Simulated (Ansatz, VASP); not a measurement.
# PtCl4 in VASP and in Ansatz

```
Pt Cl
1.0
     4.82851    0.00000    0.00000
     0.00000    4.82851    0.00000
     0.00000    0.00000    4.82851
Pt Cl
1 4
Direct
  0.50000 0.50000 0.50000
  0.00000 0.00000 0.00000
  0.50000 0.50000 0.00000
  0.50000 0.00000 0.50000
  0.00000 0.50000 0.50000
```

Change from the starting cell: species swapped into the Mn4N type (Pm-3m, No. 221).

Alike in both runs: functional PBE; k mesh 4 × 4 × 4; occupations gaussian, width 0.1 eV; no spin polarisation.

Ansatz relaxed the structure, and its values are those at the end. VASP's run is a single point on that final structure, the one shown.

```csv
,VASP,Ansatz
version,VASP 6.6.1,Ansatz 0.2.0
potentials or method,"VASP PAW PBE potentials, release 64 (Pt, Cl)","scalar-relativistic, plane waves, PAW"
plane-wave cutoff (eV),520,420
valence electrons in the cell,38,46
```

|  | VASP | Ansatz | Ansatz less VASP |
| --- | --- | --- | --- |
| gap on the k mesh at the Fermi level (eV) | none | none | - |
| pressure (GPa) | -0.2 | 0.0 | +0.16 |

A gap of «none» marks a metal or a gap that the smearing closes. The two sets of potentials don't hold the same shells in valence.

The runs have no spin-orbit coupling, so splittings on Pt are missing.
